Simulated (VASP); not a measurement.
# Valence-band splitting and top hole masses of InP (F-43m) under biaxial (001) strain, r2SCAN with spin-orbit coupling on LDA cells

We calculated the three highest valence levels of InP at the zone centre, and the mass of the top hole band, for equal strain along both axes of the (001) plane. The second and third levels are given as distances below the valence-band top of the same cell, so they show splittings and not the shift of the band edge itself. The question is how compression and tension split these levels and how the top hole mass changes between them. This matters for strained layers in lasers and transistors: the splitting decides which band holds the carriers, the mass in the plane affects transport and the density of states, and the mass along the normal sets the confinement energy in a well.

## Set-up

The start is a typed prototype cell. The crystal was relaxed with LDA. Equal strain is imposed in the (001) plane; the strain along the normal is adjusted until the normal stress vanishes, and the atoms are relaxed with LDA. VASP 6.6.1, plane waves with PAW, cutoff 450 eV, no spin polarisation. Band edges are single points at r2SCAN with spin-orbit coupling on these cells, k mesh 7×7×7, read on short lines of k points at the zone centre and through the valleys; energies are counted from the valence-band top at the zone centre. Each level is the mean of a Kramers pair; masses are fitted within 0.05 1/Å of the zone centre and are rough where two bands nearly touch. All levels use the PAW data sets made with LDA.

Notes on method and selection:

- Runs that did not converge, have known faults or may not be shown are not listed, and runs on Ansatz's PAW sets soft_1 and soft_2 are kept to separate tables.

Columns:

- strain (%): strain in the plane (tension positive).
- second level (eV): second valence level below the top at Γ.
- third level (eV): third valence level below the top at Γ.
- mass, normal (mₑ): mass of the top hole band along the normal.
- mass, plane (mₑ): mass of the top hole band in the plane.

Input lines of one member:

```
PREC = Accurate
ENCUT = 450
EDIFF = 1E-06
NELM = 100
ISMEAR = 0
SIGMA = 0.02
LREAL = .FALSE.
ALGO = Normal
METAGGA = R2SCAN
LASPH = .TRUE.
LNONCOLLINEAR = .TRUE.
NBANDS = 28
GGA_COMPAT = .FALSE.
LSORBIT = .TRUE.
KPAR = 2
```

Command (options for logging and memory left out): `mpirun -np 2 vasp_ncl`

## The series

| member | sign of the strain | strain (%) | second level (eV) | third level (eV) | mass, normal (mₑ) | mass, plane (mₑ) |
| --- | --- | --- | --- | --- | --- | --- |
| −2 % | compression | −2.0 | ? | ? | ? | ? |
| −1.5 % | compression | −1.5 | 0.04490 | 0.211 | 0.400 | 0.160 |
| −1 % | compression | −1.0 | 0.03950 | 0.160 | 0.409 | 0.162 |
| −0.5 % | compression | −0.5 | 0.02680 | 0.118 | 0.410 | 0.170 |
| 0 % | compression | 0.0 | 5.00×10⁻⁴ | 0.093 | 0.384 | 0.406 |
| 0 % | tension | 0.0 | 5.00×10⁻⁴ | 0.093 | 0.384 | 0.406 |
| +0.5 % | tension | 0.5 | 0.03950 | 0.121 | 0.083 | 0.336 |
| +1 % | tension | 1.0 | 0.08390 | 0.161 | 0.086 | 0.357 |
| +1.5 % | tension | 1.5 | 0.1288 | 0.204 | 0.082 | 0.372 |
| +2 % | tension | 2.0 | 0.1732 | 0.248 | 0.078 | 0.382 |

Cells marked ? are withheld until the estimate has been made.

Least-squares fits to the members shown, with x = strain (%); R² and errors in the fitted variable (y, or ln y where the fit is in ln y):

| y | sign of the strain | members | fit | R² | rms residual | leave-one-out rms | the same for the mean of the others |
| --- | --- | --- | --- | --- | --- | --- | --- |
| third level (eV) | compression | 4 | y = 0.08610 − 0.07920 x | 0.98 | 0.0066 | 0.017 | 0.060 |
| third level (eV) | tension | 5 | y = 0.08680 + 0.07860 x | 0.99 | 0.0045 | 0.0092 | 0.070 |
| second level (eV) | compression | 4 | y = 0.006040 − 0.02918 x | 0.91 | 0.0053 | 0.013 | 0.023 |
| second level (eV) | tension | 5 | y = −0.001760 + 0.08694 x | 1.00 | 0.0016 | 0.0032 | 0.077 |

## What drives the series

At zero strain the two upper levels lie within 0.0005 eV of each other, a remnant of the slightly tetragonal cell, and the third lies 0.093 eV down through spin-orbit coupling. Strain of either sign opens the upper pair, but unequally. At 1.5 % the second level is 0.1288 eV down in tension and 0.0449 eV down in compression, a ratio of 0.1288 / 0.0449 = 2.87. The third level is nearly even in the strain, at 0.204 and 0.211 eV.

The asymmetry follows from strain and spin-orbit coupling acting together on the p states. Compression in the plane raises the heavy-hole state, made of p orbitals lying in the plane. The light-hole state below it mixes with the split-off state and is pushed up by it, so the second level falls away ever more slowly: its steps per 0.5 % are 0.0268 − 0.0005 = 0.0263, 0.0395 − 0.0268 = 0.0127 and 0.0449 − 0.0395 = 0.0054 eV. In the simplest model its distance from the top tends to two thirds of the spin-orbit splitting, 2 × 0.093 / 3 = 0.062 eV. In tension the light-hole state is on top, and the same repulsion lifts it further from the heavy-hole state.

The change of top band reverses the anisotropy of the mass. From −1 % to +1 % the mass along the normal falls from 0.409 to 0.086 mₑ, a factor of 4.8, while the mass in the plane rises from 0.162 to 0.357 mₑ, a factor of 0.357 / 0.162 = 2.2. A p orbital disperses strongly along its own axis, which makes the compressed crystal's top hole light in the plane and the stretched crystal's light along the normal. Growing p character along the normal would also explain the rise of the in-plane mass in tension, from 0.336 to 0.382 mₑ. The masses at zero strain belong to two nearly touching bands and are not the limit of either branch.

The normal stress was removed with LDA, and r2SCAN would choose a somewhat different tetragonal distortion, so the splittings per percent of strain carry that mismatch.

## An estimate before looking

Plain estimates from the members shown:

- −2 % (compression), fit at x = −2.0: 0.244 eV (an extrapolation)

The straight-line fit gives 0.244 eV, but the third level falls by growing steps in compression (0.118 − 0.093 = 0.025, 0.160 − 0.118 = 0.042 and 0.211 − 0.160 = 0.051 eV), and the line is already 0.006 eV too shallow at −1.5 %. We use the strain and spin-orbit model instead.

Let D = 0.093 eV be the spin-orbit splitting. Compression moves the heavy-hole state up by an energy S and the light-hole state down by S, and couples the light-hole state to the split-off state with strength √2 S. Solving for the two coupled states and counting from the heavy-hole state, the second and third levels add up to D + 3S, and the third lies at ½[D + 3S + √(D² − 2DS + 9S²)].

From zero strain to −1.5 % the tabulated sums are 0.0005 + 0.093 = 0.0935, 0.0268 + 0.118 = 0.1448, 0.0395 + 0.160 = 0.1995 and 0.0449 + 0.211 = 0.2559 eV. Their last two steps are 0.1995 − 0.1448 = 0.0547 and 0.2559 − 0.1995 = 0.0564 eV. Continuing that growth gives a step of 0.0564 + 0.0564 − 0.0547 = 0.0581 eV and a sum of 0.2559 + 0.0581 = 0.3140 eV, hence S = (0.3140 − 0.093) / 3 = 0.0737 eV. The model then puts the third level at (0.3140 + √(0.093² − 2 × 0.093 × 0.0737 + 9 × 0.0737²)) / 2 = 0.2617 eV. At −1.5 %, where S = (0.2559 − 0.093) / 3 = 0.0543 eV, it gives (0.2559 + √(0.093² − 2 × 0.093 × 0.0543 + 9 × 0.0543²)) / 2 = 0.2071 eV. Adding this step to the tabulated level gives 0.211 + 0.2617 − 0.2071 = 0.2656 eV.

The same procedure, applied to −1.5 % from the smaller strains, returns 0.211 eV, as tabulated. One such agreement is too little to set the error. If the steps of the sum stopped growing, the result would drop by about 0.002 eV; the model's own misfit, which changes by about 0.002 eV per step, adds a similar amount. Together they give about 0.003 eV.

**Committed estimate, −2 % (compression): third level = 0.266 ± 0.003 eV.**

## Result

| member | sign of the strain | strain (%) | second level (eV) | third level (eV) | mass, normal (mₑ) | mass, plane (mₑ) |
| --- | --- | --- | --- | --- | --- | --- |
| −2 % | compression | −2.0 | 0.04710 | 0.268 | 0.398 | 0.160 |

| member | estimate | third level (eV) | computed | estimate − computed | miss in error bars |
| --- | --- | --- | --- | --- | --- |
| −2 % (compression) | committed | 0.266 | 0.268 | −0.002 | 0.7 |
| −2 % (compression) | fit | 0.244 | 0.268 | −0.024 |  |

The estimate of 0.266 ± 0.003 eV lies inside its error bar, 0.002 eV below the computed 0.268 eV. The straight-line fit was 0.024 eV too low, because it carries the average slope of a curve that steepens.

Extrapolating the sum of the two levels worked well: we expected 0.3140 eV, and the computed levels add up to 0.0471 + 0.268 = 0.3151 eV. The model divides that sum less well. With the computed sum, S = (0.3151 − 0.093) / 3 = 0.0740 eV, which puts the third level at (0.3151 + √(0.093² − 2 × 0.093 × 0.0740 + 9 × 0.0740²)) / 2 = 0.2626 eV and the second at 0.3151 − 0.2626 = 0.0525 eV, so the model misplaces each by about 0.005 eV. The estimate came closer only because it started from the computed level at −1.5 % and took just the last step from the model.

The result supports the mixing of light-hole and split-off states as the main cause of the curvature. The second level moved by only 0.0471 − 0.0449 = 0.0022 eV in the last step, however, and is levelling off sooner than the model's limit of 0.062 eV implies. A spin-orbit splitting or a strain coupling that itself changes with strain is a possible reason.

## Departures from the trend

Least-squares fits to the whole series, with x = strain (%); R² and errors in the fitted variable (y, or ln y where the fit is in ln y):

| y | sign of the strain | members | fit | R² | rms residual | leave-one-out rms | the same for the mean of the others |
| --- | --- | --- | --- | --- | --- | --- | --- |
| third level (eV) | compression | 5 | y = 0.08140 − 0.08860 x | 0.98 | 0.0089 | 0.018 | 0.079 |
| third level (eV) | tension | 5 | y = 0.08680 + 0.07860 x | 0.99 | 0.0045 | 0.0092 | 0.070 |
| second level (eV) | compression | 5 | y = 0.009500 − 0.02226 x | 0.84 | 0.0068 | 0.014 | 0.021 |
| second level (eV) | tension | 5 | y = −0.001760 + 0.08694 x | 1.00 | 0.0016 | 0.0032 | 0.077 |

Largest departures from the fit to the whole series:

| member | sign of the strain | third level (eV) | fit | computed − fit | in rms residuals |
| --- | --- | --- | --- | --- | --- |
| 0 % | tension | 0.093 | 0.087 | +0.006 | 1.4 |
| 0 % | compression | 0.093 | 0.081 | +0.012 | 1.3 |
| +0.5 % | tension | 0.121 | 0.126 | −0.005 | 1.1 |
| −1 % | compression | 0.160 | 0.170 | −0.010 | 1.1 |

No strain stands out, since the largest departure is 1.4 rms residuals. The departures are curvature: in both branches the third level lies above the line at the two ends and below it in between. In the model its distance from the top grows at first as D + S and at large strain as D/3 + 3S, with S now the size of the strain energy for either sign, so a straight line is too low at zero strain (by 0.012 eV in compression and 0.006 eV in tension) and too high at moderate strain.

## Conclusions and limits

Up to 2 %, tension separates the top two valence levels by about 0.087 eV per percent, and a straight line estimates this splitting at a new strain within that range to about 0.003 eV. In compression the levels curve, and the third is better stepped from its neighbour with the model than read from a line.

For a device at room temperature, where the thermal energy is roughly 0.026 eV, 1 % tension gives a splitting of 0.0839 / 0.026 = 3.2 thermal energies and 1 % compression 0.0395 / 0.026 = 1.5. Doubling the compression to 2 % adds only 0.0471 − 0.0395 = 0.0076 eV. Compression nevertheless gives the lighter top hole in the plane, 0.160 to 0.170 mₑ against 0.336 to 0.382 mₑ in tension.

r2SCAN gives too small a band gap, which tends to make the light masses too small. Their absolute values are therefore less certain than the contrast between the branches.

[Logs are printed without paths, hosts, clocks, repeated set-up lines and the standing remarks that a program may print on its own settings, such as how far it seeks lower states.]
